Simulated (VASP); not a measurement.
Input:

```xyz
8
Lattice="-2.5443 2.5443 4.9618 2.5443 -2.5443 4.9618 2.5443 2.5443 -4.9618" Properties=species:S:1:pos:R:3 pbc="T T T"
Zn     0.0000     0.0000     0.0000
Zn     0.0000     2.5443     2.4809
Si     0.0000     0.0000     4.9618
Si     2.5443     0.0000     2.4809
P      1.2183     1.2722     6.2023
P      1.2722    -1.2183     3.7214
P      1.3260     1.2722     1.2405
P      1.2722     3.7626    -1.2405
```

Level of theory: PBEsol GGA, VASP's PBE PAW potentials (set 64) (plane waves; VASP 6.6.1). Settings: 500 eV cut-off, 6×6×6 Γ-centred mesh, Gaussian smearing of 0.050 eV, potentials Zn Si P.

Energy and stress use the plane-wave basis of the starting cell.

**Question.** The ions, cell shape and volume at an external pressure of 30.0 GPa are relaxed. Give the cell that the relaxation ends in.

**Answer.** 
```xyz
8
Lattice="-2.5004 2.5004 4.8753 2.5004 -2.5004 4.8753 2.5004 2.5004 -4.8753" Properties=species:S:1:pos:R:3 pbc="T T T"
Zn     0.0000     0.0000     0.0000
Zn     0.0000     2.5004     2.4376
Si     0.0000     0.0000     4.8753
Si     2.5004     0.0000     2.4376
P      1.2036     1.2502     6.0941
P      1.2502    -1.2036     3.6565
P      1.2969     1.2502     1.2188
P      1.2502     3.7040    -1.2188
```
Space group I-42d (122), at a tolerance of 0.03 Å.

**Question.** How do energy and volume change from the first to the last step?

**Answer.** The energy (σ→0) changes by +126.9 meV/atom and the volume by -5.1 %, in 9 ionic steps.

The compound is ZnSiP2 in the chalcopyrite structure. This run relaxes it under an external pressure of 30 GPa. Symmetry was kept, so distortions that lower it aren't found.
